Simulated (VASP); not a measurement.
# A VASP study of CdTe (r2SCAN): structure first, properties next

Wanted: the relaxed cell of CdTe and its properties. The steps: relaxing cell and atoms (r2SCAN), second relaxation, density, ELF and potential (r2SCAN), bands along the symmetry lines (r2SCAN), density of states (r2SCAN), electric field gradients (r2SCAN) and response to an electric field (r2SCAN). The start is a cell from a database of measured crystal structures.

Program: VASP 6.6.1. Level of theory: r2SCAN; plane waves and PAW (Cd, Te). Results are calculated unless marked as measured.

This is a report of a sequence of runs, with most program output left out.

The database entry behind the starting cell differs from later determinations by our own check (an axis about 1.1 % short against later determinations), so it need not match the best structure at ambient conditions.

### Step 1. The structure

Before any relaxation, the start is as follows. Symmetry: F-43m, No. 216, cubic system. Conventional cell: a = 6.410 Å, b = 6.410 Å, c = 6.410 Å, α = 90.00°, β = 90.00°, γ = 90.00°. Nearest to Cd lie 4 Te at 2.78 Å. Nearest to Te lie 4 Cd at 2.78 Å. Farther neighbours and most contacts between anions are not listed.

### Step 2. Relaxing cell and atoms (r2SCAN)

Properties are meant for the cell that this level of theory prefers, so cell and atoms are relaxed first (ISIF = 3) until forces and stress are small; EDIFFG sets the threshold. r2SCAN adds the kinetic-energy density, costs more than a GGA and is run with LASPH.

File INCAR:

```
SYSTEM = CdTe
PREC = Accurate
ENCUT = 400
EDIFF = 1E-06
NELM = 100
ISMEAR = 0
SIGMA = 0.05
LREAL = .FALSE.
ALGO = Normal
METAGGA = R2SCAN
LASPH = .TRUE.
NBANDS = 15
LORBIT = 11
LWAVE = .FALSE.
LCHARG = .FALSE.
KPAR = 2
IBRION = 2
NSW = 60
ISIF = 3
EDIFFG = -0.01
```

File POSCAR:

```
CdTe
1.0
    0.0000000000      3.2050000000      3.2050000000
    3.2050000000      0.0000000000      3.2050000000
    3.2050000000      3.2050000000      0.0000000000
Cd Te
1 1
Direct
    0.0000000000      0.0000000000      0.0000000000
    0.2500000000      0.2500000000      0.2500000000
```

File KPOINTS:

```
Automatic mesh
0
Gamma
6 6 6
0 0 0
```

The projector-augmented-wave data sets are Cd and Te (PBE family, release 64).

Run with:

```bash
$ mpirun -np 2 vasp_std
```

Elapsed: 36 s, on 2 MPI ranks of Intel Xeon 6975P-C (Granite Rapids), shared host; peak memory 0.34 GiB.

The gap is read on the k-mesh alone, so it is an upper bound where the band edges lie off the mesh. The PAW data sets were made with PBE, which is usual practice but a small mismatch for other functionals. The run keeps the 24 symmetry operations of its start, so it cannot find a distortion of lower symmetry.

Step by step:

```tsv
step	energy less that of the first step (eV)	largest force (eV/Å)	pressure (GPa)	volume (Å³)
1	0.0000	0.0000	3.04	65.84
2	-0.0316	0.0000	-1.05	71.97
3	-0.0380	0.0000	0.00	70.08
```

```tsv
conventional cell, symmetrised	before	after	change
a (Å)	6.410	6.545	+2.1 %
b (Å)	6.410	6.545	+2.1 %
c (Å)	6.410	6.545	+2.1 %
volume (Å³/atom)	32.92	35.04	+6.4 %
```

The relaxed structure:

```xyz
2
Lattice="0.0000 3.2723 3.2723 3.2723 0.0000 3.2723 3.2723 3.2723 0.0000" Properties=species:S:1:pos:R:3 pbc="T T T"
Cd    0.0000    0.0000    0.0000
Te    1.6362    1.6362    1.6362
```

This step gave:

| Item | Value |
| --- | --- |
| electrons | 18 |
| bands | 15 |
| irreducible k-points | 16 |
| symmetry operations | 24 |
| free energy (TOTEN) | -46.63 eV |
| Fermi energy | 2.091 eV |
| pressure | 0.001062 GPa |
| metallic | no |
| valence top at k | 0, 0, 0 |
| conduction bottom at k | 0, 0, 0 |
| least direct gap at k | 0, 0, 0 |
| SCF cycles over all ionic steps | 32 |
| gap on the k-mesh | 1.174 eV |
| least direct gap on the k-mesh | 1.174 eV |

It ends with forces that vanish by symmetry and a pressure of 0.00 GPa. The volume lies +6.4 % from that of the database's start.

### Step 3. Second relaxation

The basis stayed that of the start cell while the cell moved. A rerun from the cell reached resets it; the error of the finite cutoff stays.

INCAR is that of step 2.

File POSCAR:

```
CdTe
1.0
    0.0000000000      3.2723304032      3.2723304032
    3.2723304032      0.0000000000      3.2723304032
    3.2723304032      3.2723304032      0.0000000000
Cd Te
1 1
Direct
    0.0000000000      0.0000000000      0.0000000000
    0.2500000000      0.2500000000      0.2500000000
```

KPOINTS is that of step 2.

Run with:

```bash
$ mpirun -np 2 vasp_std
```

It took 15 s on 2 MPI ranks; peak memory 0.33 GiB.

Little changed from the start: no atom moved by 0.005 Å and no cell edge by 0.1 %.

This step gave:

| Item | Value |
| --- | --- |
| free energy (TOTEN) | -46.64 eV |
| pressure | 0.02983 GPa |
| SCF cycles over all ionic steps | 14 |

It ends with forces that vanish by symmetry and a pressure of 0.03 GPa. The volume moved by under 0.01 %: the run met its threshold at the first step.

### Step 4. Density, ELF and potential (r2SCAN)

The relaxed cell gets a fresh self-consistent run, on a basis set for its own volume, to fix the density and to check the remaining stress.

Changes to INCAR since step 3:

```diff
@@ -14,7 +14,5 @@
 LWAVE = .FALSE.
-LCHARG = .FALSE.
-KPAR = 2
-IBRION = 2
-NSW = 60
-ISIF = 3
-EDIFFG = -0.01
+LCHARG = .TRUE.
+ISIF = 2
+LELF = .TRUE.
+LVHAR = .TRUE.
```

POSCAR is that of step 3.

KPOINTS is that of step 3.

Run with:

```bash
$ mpirun -np 2 vasp_std
```

Elapsed: 15 s, on 2 MPI ranks; peak memory 0.28 GiB.

This step gave:

- SCF cycles: 14
- bands: 16
- Fermi energy: 2.076 eV
- pressure: 0.03453 GPa

Valence electrons inside each PAW sphere by angular momentum. Sphere charges, by row:

```tsv
atom	s (e)	p (e)	d (e)	tot (e)
Cd1	0.445	0.297	9.545	10.29
Te2	1.351	2.098	0.019	3.468
```

ELF in the ac plane of a cell with a along [110], b along [-110] and c along [001] of the cube at fractional y = 0.000, with atoms of Cd and Te within 0.2 Å of it. It is the smooth field of the valence electrons, not physical close to the nuclei.

Ten even steps from '_' (0.01) to '@' (0.86), each cell a mean:
```
____::::++%%%%%%##--::..______::::++%%%%%%##--::..__
..::::==%%@@@@@@@@**::::::..::::==%%@@@@@@@@**::::::
::::--##@@@@@@@@@@@@++::::::::--##@@@@@@@@@@@@++::::
..::**@@@@%%**##@@@@%%--....::**@@@@%%**##@@@@%%--..
..--##@@@@##++**@@@@%%++....--##@@@@##++**@@@@%%++..
__::**@@@@%%##%%@@@@%%==..__::**@@@@%%##%%@@@@%%==..
__..++%%@@@@@@@@@@%%**--____..++%%@@@@@@@@@@%%**--__
____::++%%@@@@@@%%##==..______::++%%@@@@@@%%##==..__
______::++**####**--..__________::++**####**--..____
________..::----::..______________..::----::..______
____________________________________________________
____________________________________________________
____________________________________________________
......________________..........________________....
::......____________....::::......____________....::
::::::....________..::::::::::::....________..::::::
__::--::............::::..__::--::............::::..
____::::::==++++--::::..______::::::==++++--::::..__
```
Columns run along a (9.3 Å), rows up along c (6.5 Å), edges of the conventional cell, whose origin can differ from the input's. Atoms in or near the plane, at fractional coordinates: Cd at (0.50, 0.00), Cd at (0.00, 0.00), Te at (0.75, 0.75), Te at (0.25, 0.75).

Valence density in the ac plane of a cell with a along [110], b along [-110] and c along [001] of the cube at fractional y = 0.000, with atoms of Cd and Te within 0.2 Å of it. It is the smooth field of the valence electrons, not physical close to the nuclei.

Values in e/Å³, 10 rows by 16 columns, each cell a mean:
```
 4.7  1.1  0.3  0.3  0.3  0.3  0.6  3.7  4.7  1.1  0.3  0.3  0.3  0.3  0.6  3.7
 0.5  0.3  0.5  0.4  0.3  0.5  0.3  0.4  0.5  0.3  0.5  0.4  0.3  0.5  0.3  0.4
 0.1  0.2  0.5  0.1 -0.1  0.5  0.2  0.1  0.1  0.2  0.5  0.1 -0.1  0.5  0.2  0.1
 0.0  0.1  0.3  0.4  0.4  0.4  0.1  0.0  0.0  0.1  0.3  0.4  0.4  0.4  0.1  0.0
 0.0  0.0  0.1  0.2  0.2  0.1  0.0  0.0  0.0  0.0  0.1  0.2  0.2  0.1  0.0  0.0
 0.0  0.0  0.0  0.0  0.0  0.0  0.0  0.0  0.0  0.0  0.0  0.0  0.0  0.0  0.0  0.0
 0.0  0.0  0.0  0.0  0.0  0.0  0.0  0.0  0.0  0.0  0.0  0.0  0.0  0.0  0.0  0.0
 0.1  0.0  0.0  0.0  0.0  0.0  0.0  0.1  0.1  0.0  0.0  0.0  0.0  0.0  0.0  0.1
 0.9  0.3  0.1  0.0  0.0  0.0  0.2  0.7  0.9  0.3  0.1  0.0  0.0  0.0  0.2  0.7
 6.2  1.4  0.1  0.1  0.1  0.1  0.7  4.8  6.2  1.4  0.1  0.1  0.1  0.1  0.7  4.8
```
Columns run along a (9.3 Å), rows up along c (6.5 Å), edges of the conventional cell, whose origin can differ from the input's. Atoms in or near the plane, at fractional coordinates: Cd at (0.50, 0.00), Cd at (0.00, 0.00), Te at (0.75, 0.75), Te at (0.25, 0.75).

Electrostatic potential energy in the ac plane of a cell with a along [110], b along [-110] and c along [001] of the cube at fractional y = 0.000, with atoms of Cd and Te within 0.2 Å of it. With pseudopotentials it is smooth inside the atoms' cores, unlike the true potential.

Values in eV, 10 rows by 16 columns, each cell a mean:
```
-13  -9  -1  -3  -4  -1  -6 -13 -13  -9  -1  -3  -4  -1  -6 -13
 -5  -2 -12 -56 -64 -23  -2  -4  -5  -2 -12 -56 -64 -23  -2  -4
  3   1 -25 -79 -82 -45  -1   3   3   1 -25 -79 -82 -45  -1   3
  4   3  -6 -40 -47 -14   2   4   4   3  -6 -40 -47 -14   2   4
  5   4   3   1   0   2   4   5   5   4   3   1   0   2   4   5
  5   5   4   4   4   4   5   5   5   5   4   4   4   4   5   5
  4   5   5   4   4   5   5   4   4   5   5   4   4   5   5   4
  2   3   4   4   4   4   3   2   2   3   4   4   4   4   3   2
 -8  -3   3   4   4   3  -1  -7  -8  -3   3   4   4   3  -1  -7
-14 -10   0   3   4   2  -7 -13 -14 -10   0   3   4   2  -7 -13
```
Columns run along a (9.3 Å; values clipped at the 3rd and 97th percentile), rows up along c (6.5 Å), edges of the conventional cell, whose origin can differ from the input's. Atoms in or near the plane, at fractional coordinates: Cd at (0.50, 0.00), Cd at (0.00, 0.00), Te at (0.75, 0.75), Te at (0.25, 0.75).

In this run the pressure is 0.03 GPa, small enough to go on.

### Step 5. Bands along the symmetry lines (r2SCAN)

Levels along the symmetry lines show where the bands peak and cross; KPOINTS_OPT computes them in the converged potential.

File INCAR:

```
SYSTEM = CdTe
PREC = Accurate
ENCUT = 400
EDIFF = 1E-06
NELM = 100
ISMEAR = 0
SIGMA = 0.05
LREAL = .FALSE.
ALGO = Normal
METAGGA = R2SCAN
LASPH = .TRUE.
NBANDS = 21
LORBIT = 11
LWAVE = .FALSE.
LCHARG = .FALSE.
KPAR = 2
```

POSCAR is that of step 4.

KPOINTS is that of step 4.

File KPOINTS_OPT:

```
Line mode
16
Line-mode
Reciprocal
  0.00000000   0.00000000   0.00000000 GAMMA
  0.50000000   0.00000000   0.50000000 X

  0.50000000   0.00000000   0.50000000 X
  0.50000000   0.25000000   0.75000000 W

  0.50000000   0.25000000   0.75000000 W
  0.37500000   0.37500000   0.75000000 K

  0.37500000   0.37500000   0.75000000 K
  0.00000000   0.00000000   0.00000000 GAMMA

  0.00000000   0.00000000   0.00000000 GAMMA
  0.50000000   0.50000000   0.50000000 L

  0.50000000   0.50000000   0.50000000 L
  0.62500000   0.25000000   0.62500000 U

  0.62500000   0.25000000   0.62500000 U
  0.50000000   0.25000000   0.75000000 W

  0.50000000   0.25000000   0.75000000 W
  0.50000000   0.50000000   0.50000000 L

  0.50000000   0.50000000   0.50000000 L
  0.37500000   0.37500000   0.75000000 K

  0.62500000   0.25000000   0.62500000 U
  0.50000000   0.00000000   0.50000000 X
```

Run with:

```bash
$ mpirun -np 2 vasp_std
```

The job ended after 81 s (2 MPI ranks; peak memory 0.33 GiB).

Spin-orbit coupling is off here; with elements this heavy it splits and shifts levels by tenths of an eV or more.

Numbers from this step:

```yaml
scf_cycles: 13
bands: 21
fermi_energy: 2.066 eV
pressure: 0.03448 GPa
least_gap_on_mesh_and_path: 1.175 eV
least_direct_gap_on_mesh_and_path: 1.175 eV
```

The electronic bands at the labelled points (eV, zero at the valence-band top; v1 is the highest filled band, c1 the lowest empty one):

```tsv
point	v4	v3	v2	v1	c1	c2	c3	c4
Γ	-8.20	0.00	0.00	0.00	1.17	5.05	5.05	5.05
0.53 of the way	-8.14	-2.75	-1.14	-1.14	3.25	3.68	7.12	7.12
X	-7.71	-4.21	-1.81	-1.81	2.94	2.99	9.29	9.66
0.47 of the way	-7.68	-4.15	-2.02	-1.96	3.55	3.55	8.08	8.08
W	-7.63	-4.08	-2.27	-2.12	4.57	4.95	6.05	6.70
0.47 of the way	-7.65	-4.09	-2.41	-1.81	3.88	4.85	6.72	7.20
K	-7.67	-4.10	-2.49	-1.50	3.23	4.83	7.77	7.92
0.47 of the way	-8.10	-3.09	-1.57	-0.49	3.27	5.39	5.75	5.85
Γ	-8.20	0.00	0.00	0.00	1.17	5.05	5.05	5.05
0.47 of the way	-8.20	-2.45	-0.37	-0.37	2.36	5.55	5.55	5.57
L	-7.85	-4.33	-0.75	-0.75	2.20	5.60	5.60	7.39
0.47 of the way	-7.79	-4.19	-1.75	-1.02	3.17	5.12	6.31	7.33
U	-7.67	-4.10	-2.49	-1.50	3.23	4.83	7.77	7.92
0.47 of the way	-7.66	-4.09	-2.43	-1.75	3.74	4.85	6.87	7.31
W	-7.63	-4.08	-2.27	-2.12	4.57	4.95	6.05	6.70
0.53 of the way	-7.77	-4.15	-1.91	-1.17	3.47	4.97	6.36	7.51
L	-7.85	-4.33	-0.75	-0.75	2.20	5.60	5.60	7.39
0.53 of the way	-7.77	-4.16	-1.93	-1.09	3.29	5.14	6.51	7.22
K	-7.67	-4.10	-2.49	-1.50	3.23	4.83	7.77	7.92
jump to U	-7.67	-4.10	-2.49	-1.50	3.23	4.83	7.77	7.92
0.47 of the way	-7.69	-4.17	-2.12	-1.72	3.05	3.64	8.47	8.90
X	-7.71	-4.21	-1.81	-1.81	2.94	2.99	9.29	9.66
```

Of the projections kept (Cd, Te), the largest for each band there; the rest of the weight can lie on other orbitals:

```tsv
point	v4	v3	v2	v1	c1	c2	c3	c4
Γ	Cd 1.00	Te 0.83	Te 0.83	Te 0.83	Cd 0.57	Cd 0.70	Cd 0.70	Cd 0.70
X	Cd 0.88	Cd 0.53	Te 0.80	Te 0.80	Cd 0.59	Cd 0.62	Te 0.80	Te 0.52
W	Cd 0.88	Cd 0.52	Te 0.77	Te 0.79	Te 0.54	Te 0.73	Cd 0.62	Cd 0.50
K	Cd 0.88	Cd 0.52	Te 0.78	Te 0.80	Cd 0.61	Te 0.60	Te 0.62	Te 0.56
Γ	Cd 1.00	Te 0.83	Te 0.83	Te 0.83	Cd 0.57	Cd 0.70	Cd 0.70	Cd 0.70
L	Cd 0.92	Te 0.57	Te 0.81	Te 0.81	Cd 0.64	Cd 0.60	Cd 0.60	Te 0.75
```

The path finds the gap of the mesh within 0.02 eV, so the mesh comes close to both band edges.

### Step 6. Density of states (r2SCAN)

Here the states are counted by energy and projected on the atoms. The mesh is finer than in the run before.

Changes to INCAR since step 5:

```diff
@@ -5,3 +5,3 @@
 NELM = 100
-ISMEAR = 0
+ISMEAR = -5
 SIGMA = 0.05
@@ -16 +16,2 @@
 KPAR = 2
+NEDOS = 2001
```

POSCAR is that of step 5.

File KPOINTS:

```
Automatic mesh
0
Gamma
9 9 9
0 0 0
```

Run with:

```bash
$ mpirun -np 2 vasp_std
```

Elapsed: 33 s, on 2 MPI ranks; peak memory 0.35 GiB; 58 s of CPU time.

This step gave:

```
irreducible k-points           : 35
Fermi energy                   : 1.842 eV
pressure                       : 0.01847 GPa
gap on the k-mesh              : 1.176 eV
least direct gap on the k-mesh : 1.176 eV
```

The density of states has structure finer than the step of the table below, so its rows give means over 0.5 eV, whole bins alone (the curve runs from -12.0 to 9.13 eV). Peaks (eV: height): total -10.91: 10.8, -8.38: 41.8, -8.16: 30.1, -4.07: 6.40; Te p -8.38: 0.541, -4.07: 1.49, -2.38: 0.726, -1.03: 0.947; Cd s -4.07: 1.39, 3.41: 0.496; Cd d -8.38: 38.5, -8.16: 28.4; Te s -10.91: 6.24.

States under -12.0 eV and over 9.1 eV are left out. The density of states by energy, zero at the valence-band top; means over each step; values in states/eV/cell:

```tsv
energy (eV)	total	Te p	Cd s	Cd d	Te s
-11.5	0.115	1.4e-5	0.00555	0.00252	0.0667
-11.0	3.87	3.4e-4	0.0533	0.414	2.24
-10.5	0	0	0	0	0
-10.0	0	0	0	0	0
-9.5	0	0	0	0	0
-9.0	0	0	0	0	0
-8.5	9.78	0.109	0.00403	9.03	0.00641
-8.0	9.16	0.0212	0.0203	8.39	0.174
-7.5	1.00	0.00172	0.00294	0.821	0.100
-7.0	0	0	0	0	0
-6.5	0	0	0	0	0
-6.0	0	0	0	0	0
-5.5	0	0	0	0	0
-5.0	0	0	0	0	0
-4.5	0.0234	0.00557	0.00395	1.7e-4	2.4e-4
-4.0	2.37	0.553	0.487	0.0376	0.0300
-3.5	0.736	0.175	0.128	0.0254	0.0256
-3.0	0.382	0.0939	0.0593	0.0176	0.0191
-2.5	0.865	0.269	0.0355	0.0293	0.0139
-2.0	1.84	0.631	0.0374	0.0562	0.0129
-1.5	2.34	0.880	0.0263	0.0792	0.00932
-1.0	2.24	0.920	0.0143	0.0982	0.00542
-0.5	1.03	0.457	0.00338	0.0577	0.00142
0.0	0.129	0.0608	1.7e-4	0.00876	5.7e-5
0.5	0	0	0	0	0
1.0	0	2.7e-6	1.1e-5	0	8.1e-6
1.5	0.00822	9.1e-4	0.00211	0	0.00148
2.0	0.0569	0.00798	0.0136	4.5e-4	0.00841
2.5	0.438	0.0532	0.103	0.00350	0.0445
3.0	1.18	0.151	0.244	0.0174	0.0723
3.5	2.14	0.268	0.380	0.0440	0.0772
4.0	0.849	0.103	0.0999	0.0178	0.0249
4.5	0.844	0.0831	0.0473	0.0172	0.0205
5.0	1.88	0.189	0.0669	0.0444	0.0259
5.5	1.22	0.0785	0.0152	0.0227	0.00737
6.0	2.19	0.155	0.0164	0.0468	0.0204
6.5	1.45	0.137	0.0162	0.0330	0.0205
7.0	1.29	0.162	0.0163	0.0344	0.0211
7.5	1.45	0.165	0.0164	0.0432	0.0192
8.0	1.05	0.0988	0.0134	0.0375	0.00870
8.5	1.58	0.133	0.0244	0.0625	0.0128
```

The gap on this mesh is 1.18 eV. In the top eV of the valence band the largest shares in the PAW spheres are Te p 43 % and Cd d 5 %. The rest lies in smaller channels or between the spheres.

### Step 7. Electric field gradients (r2SCAN)

Field gradients probe how far the charge around each nucleus departs from cubic symmetry; LASPH keeps the non-spherical terms inside the spheres.

File INCAR:

```
SYSTEM = CdTe
PREC = Accurate
ENCUT = 400
EDIFF = 1E-07
NELM = 100
ISMEAR = 0
SIGMA = 0.05
LREAL = .FALSE.
ALGO = Normal
METAGGA = R2SCAN
LASPH = .TRUE.
NBANDS = 15
LORBIT = 11
LWAVE = .FALSE.
LCHARG = .FALSE.
KPAR = 2
LEFG = .TRUE.
```

POSCAR is that of step 6.

File KPOINTS:

```
Automatic mesh
0
Gamma
6 6 6
0 0 0
```

Run with:

```bash
$ mpirun -np 2 vasp_std
```

Wall time 22 s (2 MPI ranks); peak memory 0.33 GiB.

Numbers from this step:

* SCF cycles: 16
* bands: 15
* irreducible k-points: 16
* Fermi energy: 2.091 eV
* pressure: 0.05409 GPa
* gap on the k-mesh: 1.174 eV
* least direct gap on the k-mesh: 1.174 eV

Electric field gradients, by row:

```tsv
atom	Vxx (V/Å²)	Vyy (V/Å²)	Vzz (V/Å²)	asymmetry
Cd1	0.002	0.002	-0.004	-
Te2	0	0	0	-
```

All gradients vanish within the noise.

The run ends at a pressure of 0.05 GPa.

### Step 8. Response to an electric field (r2SCAN)

The response to a static field gives the electronic dielectric tensor and the Born charges. It needs tightly converged orbitals, hence the small EDIFF.

Changes to INCAR since step 7:

```diff
@@ -6,3 +6,3 @@
 ISMEAR = 0
-SIGMA = 0.05
+SIGMA = 0.01
 LREAL = .FALSE.
@@ -15,3 +15,3 @@
 LCHARG = .FALSE.
-KPAR = 2
-LEFG = .TRUE.
+LCALCEPS = .TRUE.
+LPEAD = .TRUE.
```

POSCAR is that of step 7.

File KPOINTS:

```
Automatic mesh
0
Gamma
5 5 5
0 0 0
```

Run with:

```bash
$ mpirun -np 2 vasp_std
```

It took 9.1 min on 2 MPI ranks; peak memory 0.42 GiB; 16 min of CPU time.

Energies printed during the response cycles are not total energies of the cell. The log warns that the applied field is near the limit of Zener tunnelling for this mesh, so the response is less certain.

Numbers from this step:

```
bands                : 16
irreducible k-points : 10
```

Electronic dielectric tensor with local fields:

```
7.19 0.00 0.00
0.00 7.19 0.00
0.00 0.00 7.19
```

Born effective charge (e), principal values of the symmetric part by kind of site:

```tsv
atom	atoms with these values	low	middle	high	mean
Cd1	1	2.23	2.23	2.23	2.23
Te2	1	-2.23	-2.23	-2.23	-2.23
```

In full for Te2:

```
-2.23  0.00  0.00
 0.00 -2.23  0.00
 0.00  0.00 -2.23
```

Piezoelectric tensor with clamped ions (C/m²), by row:

```tsv
field	xx	yy	zz	xy	yz	zx
x	0	0	0	0	-0.5985	0
y	0	0	0	0	0	-0.5985
z	0	0	0	-0.5985	0	0
```

The Born charges sum to zero; the printed set may have that rule imposed, so this is no test. The mean Born charge of Te, -2.23 e, lies near its nominal -2, though a dynamic charge doesn't by itself measure how ionic a bond is.

### Step 9. Outcome

```
relaxed volume                                             : 35.04 Å³/atom
relaxed conventional cell a, b, c                          : 6.545, 6.545, 6.545 Å
space group after relaxing, within 0.02 Å                  : F-43m (No. 216)
band gap                                                   : 1.17 eV, direct
gap among the points of the DOS mesh alone, an upper bound : 1.18 eV
largest field gradient Vzz                                 : zero within the noise on all sites
electronic dielectric constant, mean                       : 7.19
```

**Reading.** With r2SCAN, CdTe relaxes to 35.04 Å³/atom in space group F-43m (held by the symmetry of the run) and has a direct gap of 1.17 eV. Against the listed cell the volume lies +6.4 %. Bands along the symmetry lines (r2SCAN): On this path the gap is direct, 1.17 eV, with the valence top at Γ and the conduction bottom at Γ. Response to an electric field (r2SCAN): The electronic dielectric tensor with local fields is isotropic, 7.19. Response to an electric field (r2SCAN): Mean Born effective charge: Cd1 2.23, Te2 -2.23 e. Spin-orbit coupling is left out, and with elements this heavy it would split and shift bands near the edges, and it can change the kind of a small gap. No search among competing phases was made, and a listed structure need not be the one stable at ambient conditions. All values are for a static lattice at zero temperature.

[Lines on the potential files, build, host, timing and source positions are cut from VASP's logs without a mark.]

[Logs are printed without paths, hosts, clocks, repeated set-up lines and the standing remarks that a program may print on its own settings, such as how far it seeks lower states.]

[Hosts, paths, dates, database ids (printed as entryN), source tags and the programs' standing remarks are cut or masked in the printed files.]

[A measured line is paired with the nearest computed mode of its activity, which favours agreement.]
